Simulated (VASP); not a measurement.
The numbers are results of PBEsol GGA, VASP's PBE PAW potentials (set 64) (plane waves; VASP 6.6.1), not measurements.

VASP input:

INCAR:
```
# general
SYSTEM  = PdTe
PREC    = Accurate
ENCUT   = 400
LREAL   = .FALSE.
LASPH   = .TRUE.

# electronic loop
EDIFF   = 1E-6
NELM    = 100
ALGO    = Normal
LMAXMIX = 4

# smearing
ISMEAR  = 1
SIGMA   = 0.1

# functional
GGA     = PS

# ions
IBRION  = 2
NSW     = 60
ISIF    = 3
EDIFFG  = -0.01

# output
LWAVE   = .FALSE.
LCHARG  = .FALSE.
```

**KPOINTS**
```
kpoints
0
Gamma
 9 9 9
```

File POSCAR:
```
PdTe
1
    3.6010000000     0.0000000000     0.0000000000
    0.0000000000     3.6010000000     0.0000000000
    0.0000000000     0.0000000000     3.6010000000
Pd Te
1 1
Direct
  0.0000000000   0.0000000000   0.0000000000
  0.5000000000   0.5000000000   0.5000000000
```

POTCAR, in this order: Pd Te (PBE.64 set). Program: vasp_std.

The resulting files:

OUTCAR:
```
 ion  position               nearest neighbor table
   1  0.000  0.000  0.000-   2 3.12   2 3.12   2 3.12   2 3.12   2 3.12   2 3.12   2 3.12   2 3.12
  LATTYP: Found a simple cubic cell.
 ALAT       =     3.6010000000
 Subroutine PRICEL returns:
 Original cell was already a primitive cell.
 Subroutine GETGRP returns: Found 48 space group operations
The static configuration has the point symmetry O_h .
The dynamic configuration has the point symmetry O_h .
 Subroutine INISYM returns: Found 48 space group operations
 Subroutine IBZKPT returns following result:
 Found     35 irreducible k-points:

 Following reciprocal coordinates:
            Coordinates               Weight
  0.000000  0.000000  0.000000      1.000000
  0.111111  0.000000  0.000000      6.000000
  0.222222  0.000000  0.000000      6.000000
  0.333333  0.000000  0.000000      6.000000
  0.444444  0.000000  0.000000      6.000000
  0.111111  0.111111  0.000000     12.000000
  0.222222  0.111111  0.000000     24.000000
  0.333333  0.111111  0.000000     24.000000
  0.444444  0.111111  0.000000     24.000000
  0.222222  0.222222  0.000000     12.000000
  0.333333  0.222222  0.000000     24.000000
  0.444444  0.222222  0.000000     24.000000
  0.333333  0.333333  0.000000     12.000000
  0.444444  0.333333  0.000000     24.000000
  0.444444  0.444444  0.000000     12.000000
  0.111111  0.111111  0.111111      8.000000
  0.222222  0.111111  0.111111     24.000000
  0.333333  0.111111  0.111111     24.000000
  0.444444  0.111111  0.111111     24.000000
  0.222222  0.222222  0.111111     24.000000
  0.333333  0.222222  0.111111     48.000000
  0.444444  0.222222  0.111111     48.000000
  0.333333  0.333333  0.111111     24.000000
  0.444444  0.333333  0.111111     48.000000
  0.444444  0.444444  0.111111     24.000000
...
```

### OSZICAR
```
       N       E                     dE             d eps       ncg     rms          rms(c)
DAV:   1     0.615529488443E+02    0.61553E+02   -0.58334E+03   864   0.911E+02
DAV:   2    -0.726039969932E+01   -0.68813E+02   -0.62557E+02   960   0.192E+02
DAV:   3    -0.943298302390E+01   -0.21726E+01   -0.21339E+01   976   0.359E+01
DAV:   4    -0.945542487944E+01   -0.22442E-01   -0.22436E-01   960   0.420E+00
DAV:   5    -0.945583371374E+01   -0.40883E-03   -0.40883E-03   984   0.555E-01    0.943E+00
DAV:   6    -0.938845486148E+01    0.67379E-01   -0.11858E-01   904   0.344E+00    0.569E+00
DAV:   7    -0.938126629683E+01    0.71886E-02   -0.81434E-02   876   0.255E+00    0.181E+00
DAV:   8    -0.937082338002E+01    0.10443E-01   -0.46684E-02   876   0.254E+00    0.900E-01
DAV:   9    -0.936987465319E+01    0.94873E-03   -0.42247E-03   888   0.576E-01    0.675E-01
DAV:  10    -0.936981823200E+01    0.56421E-04   -0.11969E-04   956   0.121E-01    0.785E-02
DAV:  11    -0.936981795569E+01    0.27631E-06   -0.37476E-06   904   0.165E-02
   1 F= -.93698180E+01 E0= -.93690580E+01  d E =-.936982E+01
       N       E                     dE             d eps       ncg     rms          rms(c)
DAV:   1    -0.255265454990E+02   -0.16157E+02   -0.23234E+02   856   0.168E+02    0.406E+01
DAV:   2    -0.131662011923E+02    0.12360E+02   -0.85457E+01   840   0.993E+01    0.102E+01
DAV:   3    -0.981420029020E+01    0.33520E+01   -0.10051E+01   848   0.443E+01    0.742E+00
DAV:   4    -0.954590397625E+01    0.26830E+00   -0.11402E+00   884   0.706E+00    0.453E+00
DAV:   5    -0.948658686427E+01    0.59317E-01   -0.11454E-01   976   0.293E+00    0.320E+00
DAV:   6    -0.948381105585E+01    0.27758E-02   -0.70780E-02   876   0.163E+00    0.128E+00
DAV:   7    -0.948335392902E+01    0.45713E-03   -0.59527E-03   852   0.790E-01    0.205E-01
DAV:   8    -0.948329095293E+01    0.62976E-04   -0.47611E-04   900   0.280E-01    0.978E-02
DAV:   9    -0.948329025958E+01    0.69336E-06   -0.48498E-05   856   0.774E-02    0.988E-02
DAV:  10    -0.948328740302E+01    0.28566E-05   -0.19841E-06   840   0.949E-03    0.145E-02
DAV:  11    -0.948328723622E+01    0.16680E-06   -0.25167E-07   436   0.539E-03
   2 F= -.94832872E+01 E0= -.94833096E+01  d E =-.113469E+00
       N       E                     dE             d eps       ncg     rms          rms(c)
DAV:   1    -0.124887008330E+02   -0.30054E+01   -0.43269E+01   844   0.756E+01    0.132E+01
DAV:   2    -0.102228285167E+02    0.22659E+01   -0.12847E+01   844   0.477E+01    0.692E+00
DAV:   3    -0.983642346779E+01    0.38641E+00   -0.10594E+00   840   0.133E+01    0.394E+00
DAV:   4    -0.978362945280E+01    0.52794E-01   -0.13339E-01   880   0.360E+00    0.263E+00
DAV:   5    -0.977481286645E+01    0.88166E-02   -0.20143E-02   896   0.957E-01    0.194E+00
DAV:   6    -0.977442895225E+01    0.38391E-03   -0.53959E-03   892   0.791E-01    0.663E-01
DAV:   7    -0.977438460586E+01    0.44346E-04   -0.25920E-04   880   0.205E-01    0.179E-01
DAV:   8    -0.977438034676E+01    0.42591E-05   -0.18141E-05   860   0.370E-02    0.121E-01
DAV:   9    -0.977438176207E+01   -0.14153E-05   -0.12237E-06   500   0.136E-02    0.351E-03
DAV:  10    -0.977438158834E+01    0.17373E-06   -0.16761E-07   420   0.317E-03
   3 F= -.97743816E+01 E0= -.97737867E+01  d E =-.404564E+00
       N       E                     dE             d eps       ncg     rms          rms(c)
DAV:   1    -0.977676527706E+01   -0.23835E-02   -0.33011E-02   848   0.206E+00    0.338E-01
DAV:   2    -0.977513071426E+01    0.16346E-02   -0.12242E-02   848   0.139E+00    0.160E-01
DAV:   3    -0.977461489113E+01    0.51582E-03   -0.13030E-03   840   0.486E-01    0.629E-02
DAV:   4    -0.977457003313E+01    0.44858E-04   -0.15455E-04   884   0.856E-02    0.482E-02
DAV:   5    -0.977456937584E+01    0.65730E-06   -0.10570E-05   936   0.277E-02    0.563E-02
DAV:   6    -0.977457012840E+01   -0.75256E-06   -0.86324E-07   516   0.901E-03
   4 F= -.97745701E+01 E0= -.97739836E+01  d E =-.404752E+00
```

File OUTCAR:
```
------------------------ aborting loop because EDIFF is reached ----------------------------------------
  FORCE on cell =-STRESS in cart. coord.  units (eV):
  Direction    XX          YY          ZZ          XY          YZ          ZX
  --------------------------------------------------------------------------------------
  Total       -0.0042195     -0.0042195     -0.0042195      0.0000000      0.0000000     -0.0000000
  in kB       -0.1733643     -0.1733643     -0.1733643      0.0000000      0.0000000     -0.0000000
  external PRESSURE =      -0.1733643 kB  Pullay stress =       0.0000000 kB
  volume of cell :       38.99
      direct lattice vectors                 reciprocal lattice vectors
     3.391064570  0.000000000  0.000000000     0.294892645  0.000000000 -0.000000000
    -0.000000000  3.391064570  0.000000000    -0.000000000  0.294892645  0.000000000
     0.000000000 -0.000000000  3.391064570    -0.000000000 -0.000000000  0.294892645
 POSITION                                       TOTAL-FORCE (eV/Angst)
 -----------------------------------------------------------------------------------
      0.00000      0.00000      0.00000         0.000000     -0.000000      0.000000
      1.69553      1.69553      1.69553        -0.000000      0.000000      0.000000
 -----------------------------------------------------------------------------------
    total drift:                               -0.000000      0.000000      0.000000
  FREE ENERGIE OF THE ION-ELECTRON SYSTEM (eV)
  ---------------------------------------------------
  free  energy   TOTEN  =        -9.7745701284 eV

  energy  without entropy=       -9.7728106519  energy(sigma->0) =       -9.77398364

 reached required accuracy - stopping structural energy minimisation
```
(Selected blocks of OUTCAR.)

File CONTCAR:
```
PdTe
   1.00000000000000
     3.3910645696372712    0.0000000000000000    0.0000000000000000
    -0.0000000000000000    3.3910645696372712    0.0000000000000000
     0.0000000000000000   -0.0000000000000000    3.3910645696372712
  Pd              Te
     1     1
Direct
     0.0000000000000000    0.0000000000000000    0.0000000000000000
     0.5000000000000000    0.5000000000000000    0.5000000000000000
```

Energy and stress use the plane-wave basis of the starting cell.

The structure was generated: PdTe was put into the CsCl type type (Pm-3m), which need not be its known phase. This run relaxes it. Symmetry was kept, so distortions that lower it aren't found.
